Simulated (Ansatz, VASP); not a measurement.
Two plane-wave programs on AlSiB

```
Al Si B
1.0
     3.69831    0.00000    0.00000
    -1.84916    3.20283    0.00000
     0.00000    0.00000    3.26403
Al Si B
1 1 1
Direct
  0.00000 0.00000 0.50000
  0.66667 0.33333 0.50000
  0.33333 0.66667 0.00000
```

Change from the starting cell: species swapped into the TbCuGe type (P-6m2, No. 187).

Alike in both runs: task relaxation of cell and atoms; functional PBE; k mesh 6 × 6 × 6; occupations gaussian, width 0.1 eV; no spin polarisation.

|  | VASP | Ansatz |
| --- | --- | --- |
| version | VASP 6.6.1 | Ansatz 0.2.0 |
| potentials or method | VASP PAW PBE potentials, release 64 (Al, Si, B) | scalar-relativistic, plane waves, PAW |
| plane-wave cutoff (eV) | 600 | 420 |
| valence electrons in the cell | 10 | 10 |

```csv
,VASP,Ansatz,Ansatz less VASP
"gap on the k mesh at the Fermi level, each at its own relaxed structure (eV)",none,none,-
relaxed volume (Å³/atom),13.53,13.50,-0.034
relaxed cell length with the largest relative difference (Å),2.585,2.581,-0.0035
energy change over the relaxation (meV/atom),-492,-495,-3.1
```

A gap of «none» marks a metal or a gap that the smearing closes.
